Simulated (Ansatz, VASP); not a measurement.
# Cross-check of As between VASP and Ansatz, part 2 of 2

Aim: how closely do two programs agree when they are given the same cell, functional and k mesh? The cell is taken from a series of runs on this material, whose earlier steps may have relaxed, scaled, displaced or heated it; both programs get it as it stands.

VASP 6.6.1 and Ansatz 0.2.0.

So far: Starting point; Ansatz: single point, PBEsol; VASP: single point, PBEsol; Side by side; Other set-ups.

## 6. Ansatz: single point, PBEsol, spin-orbit coupling

Level of this step: Ansatz beside VASP: Kohn-Sham DFT, plane waves, PBEsol, spin-orbit coupling (Ansatz).

A single point takes one fixed geometry, so differences don't come from the geometry; what else differs is listed under the comparison.

The cell is taken from a series of runs on this material, whose earlier steps may have relaxed, scaled, displaced or heated it; both programs get it as it stands.

File input.yaml:

```yaml
crystal:
  lattice:
    - [3.5443329079, 0.0, 0.0]
    - [-1.7721664539, 3.0694823377, 0.0]
    - [0.0, 0.0, 26.0]
  atoms:
    - { symbol: As, position: [0.3333333333, 0.6666666667, 0.4732851741] }
    - { symbol: As, position: [0.6666666667, 0.3333333333, 0.5267148259] }
  periodic: [true, true, false]
kpoints:
  mp_grid: { grid: [9, 9, 1] }
  band_path:
    path:
      - [0, 0, 0]
      - [0.5, 0, 0]
      - [0.3333333333333, 0.3333333333333, 0]
      - [0, 0, 0]
    npoints: 10
hamiltonian:
  xc: pbesol
  pseudopotentials: { kind: paw_fr, azcp: { folder: soft_1 }, xc_functional: pbe }
scf:
  occupations: { method: fixed }
  n_extra_bands: 8
magnetization:
  noncollinear: true
  spin_orbit: true
output:
  eigenvalues: true
  forces: true
  stress: true
```

The run is started by

```
ansatz run input.yaml --threads 4 --pin off --max-ram 17510MiB --backend cpu --events-out ev --progress --plain --runs-dir out
```

Numbers of over 12 decimals in the logs are rounded to 6 here.

What it wrote:

```text
[...]
non-collinear run that drives no moment, with spin-orbit: no starting moment large enough to seed its density (crystal.atoms[].spin), no starting occupations that ask for one, no magnetisation constraint and no magnetic field, so the semilocal B_xc is pinned to zero
Crystal: 2 atoms, lattice volume = 282.861 Å³
[...]
k-point 2: bands = [... 26 lower, -6.3839, -6.3839, -5.8308, -5.8308, -3.5046, -3.5046, -0.9391 (-0.9391°), -0.9391 (-0.9391°), ... 4 higher]
  k-point 11: bands = [... 26 lower, -7.5008, -7.5008, -7.4288, -7.4288, -3.5179, -3.5179, -0.7835, -0.7835, ... 4 higher]
  ° read free of the cell's end (the report's vacuum.weakly_bound_levels)
[key lines of the parts left out:]
SCF converged after 6 iterations
Magnetization: |M| = 0.0000 μB,  M = (+0.0000, +0.0000, +0.0000) μB
Free energy (F): -9626.099412 eV
Fermi energy:    -5.172975 eV
P = ½ c Tr σ = 0.0155 N/m
```

## 7. VASP: single point, PBEsol, spin-orbit coupling

The same cell, functional and mesh now go to VASP, with its own data sets.

File INCAR:

```
SYSTEM = As
PREC = Accurate
ENCUT = 400
EDIFF = 1E-06
NELM = 200
ISMEAR = 0
SIGMA = 0.01
LREAL = .FALSE.
ALGO = Normal
GGA = PS
LNONCOLLINEAR = .TRUE.
MAGMOM = 0 0 0 0 0 0
NBANDS = 22
GGA_COMPAT = .FALSE.
LASPH = .TRUE.
LSORBIT = .TRUE.
LORBIT = 11
LWAVE = .FALSE.
LCHARG = .FALSE.
ISIF = 2
LDIPOL = .TRUE.
IDIPOL = 3
DIPOL = 0.5 0.5 0.5
LVHAR = .TRUE.
EFERMI = MIDGAP
NELMDL = -8
KPAR = 2
```

File POSCAR:

```
As
1.0
    3.5443329079      0.0000000000      0.0000000000
   -1.7721664539      3.0694823377      0.0000000000
    0.0000000000      0.0000000000     26.0000000000
As
2
Direct
    0.3333333333      0.6666666667      0.4732851741
    0.6666666666      0.3333333334      0.5267148259
```

File KPOINTS:

```
Automatic mesh
0
Gamma
9 9 1
0 0 0
```

The projector-augmented-wave data sets are As (PBE family, release 64).

The run is started by

```
mpirun -np 2 vasp_ncl
```

What it wrote:

```text
[banner, memory and clock lines left out]
running    2 mpi-ranks, on    1 nodes
[...]
[... a notice as in an earlier step ...]

 LDA part: xc-table for (Slater+PW92), standard interpolation
 POSCAR, INCAR and KPOINTS ok, starting setup
[...]
entering main loop
       N       E                     dE             d eps       ncg     rms          rms(c)
DAV:   1     0.623086486890E+02    0.62309E+02   -0.23714E+03   536   0.480E+02
DAV:   2    -0.178267481614E+01   -0.64091E+02   -0.57587E+02   844   0.100E+02
DAV:   3    -0.992466294925E+01   -0.81420E+01   -0.81005E+01   764   0.433E+01
DAV:   4    -0.101171213102E+02   -0.19246E+00   -0.19219E+00   734   0.829E+00
[...]
DAV:  21    -0.100326388148E+02   -0.17420E-05   -0.15289E-08   578   0.521E-04    0.185E-04
DAV:  22    -0.100326440288E+02   -0.52140E-05   -0.17389E-07   520   0.116E-03    0.185E-04
DAV:  23    -0.100326444493E+02   -0.42053E-06   -0.70220E-09   518   0.302E-04
   1 F= -.10032644E+02 E0= -.10032644E+02  d E =0.000000E+00  mag=     0.0000    -0.0000    -0.0000
```

Parts of OUTCAR (step 7):

```text
  Total        0.1245045      0.1245045      0.1531584      0.0000000      0.0000000      0.0000000
  in kB        0.7052170      0.7052170      0.8675177      0.0000000      0.0000000      0.0000000
  external PRESSURE =       0.7593172 kB  Pullay stress =       0.0000000 kB

 POSITION                                       TOTAL-FORCE (eV/Angst)
 -----------------------------------------------------------------------------------
     -0.00000      2.04632     12.30541        -0.000000     -0.000000     -0.116500
      1.77217      1.02316     13.69459         0.000000      0.000000      0.116500
 -----------------------------------------------------------------------------------
    total drift:                                0.000000     -0.000000      0.000000

  FREE ENERGIE OF THE ION-ELECTRON SYSTEM (eV)
  ---------------------------------------------------
  free  energy   TOTEN  =       -10.0326444493 eV

  energy  without entropy=      -10.0326444493  energy(sigma->0) =      -10.03264445

 magnetization (x)
# of ion       s       p       d       tot
------------------------------------------
    1        0.000   0.000   0.000   0.000
    2       -0.000   0.000  -0.000  -0.000
--------------------------------------------------
tot         -0.000   0.000  -0.000  -0.000

 magnetization (y)
# of ion       s       p       d       tot
------------------------------------------
    1       -0.000  -0.000   0.000  -0.000
    2       -0.000   0.000   0.000   0.000
--------------------------------------------------
tot         -0.000   0.000   0.000   0.000

 magnetization (z)
# of ion       s       p       d       tot
------------------------------------------
    1        0.000   0.000   0.000   0.000
    2        0.000   0.000   0.000   0.000
--------------------------------------------------
tot          0.000   0.000   0.000   0.000

[... 1 part as in an earlier step ...]

[... 2 further parts left out ...]
[key lines of the parts left out:]
E-fermi :  -3.0323
```

## 8. Side by side

What differs besides the data sets and the points named for the pairs above, as far as they apply: spin-orbit coupling enters by fully relativistic files in Ansatz and inside the spheres in VASP; fixed occupations in Ansatz, narrow Gaussian smearing in VASP; the data sets hold 30 valence electrons in Ansatz (on its PAW fully relativistic soft_1 files) and 10 in VASP. Total energies have different zeros and are not compared.

The two programs side by side:

| quantity | Ansatz | VASP | difference |
| --- | --- | --- | --- |
| gap on the k mesh (eV) | 1.355 | 1.360 | -0.005 |

Forces (eV/Å; atoms numbered as in POSCAR):

| atom | Ansatz x, y, z | VASP x, y, z |
| --- | --- | --- |
| As1 | 0.000, 0.000, 0.000 | 0.000, 0.000, -0.117 |
| As2 | 0.000, 0.000, 0.000 | 0.000, 0.000, 0.117 |

The forces differ by 67 meV/Å r.m.s., where the r.m.s. force is 0.000 eV/Å in Ansatz and 0.067 eV/Å in VASP: the atoms lie near their places of rest in Ansatz, so a percentage would say little (all taken over all components). A gap on the mesh is an upper bound, since the band edges may lie between its points. Where the cell holds vacuum, a pressure given here is an average over it and none of the material.

## 9. What came out

```yaml
r_m_s_force_difference_single_point_pbesol: 66 meV/Å
r_m_s_force_difference_single_point_pbesol_spin_orbit_coupling: 67 meV/Å
```

In words: The r.m.s. force difference is 67 meV/Å (single point, PBEsol, spin-orbit coupling), beyond the 12 meV/Å picked in this series as the mark of a large difference. The data sets hold unlike numbers of valence electrons (30 in Ansatz and 10 in VASP), so part of the differences may come from the potentials. Single point, PBEsol, VASP with the data sets As_d and a cutoff of 520 eV: r.m.s. force difference goes from 66 to 12 meV/Å; the difference in gap on the k mesh goes from -0.0036 to -0.0056 eV. What causes the difference of the single point, PBEsol, spin-orbit coupling pair stays open here. How closely two codes agree says nothing of how well the functional describes the real material.

[Lines on the potential files, build, host, timing and source positions are cut from VASP's logs without a mark.]

[Logs are printed without paths, hosts, clocks, repeated set-up lines and the standing remarks that a program may print on its own settings, such as how far it seeks lower states.]

[Hosts, paths, dates, database ids (printed as entryN), source tags and the programs' standing remarks are cut or masked in the printed files.]
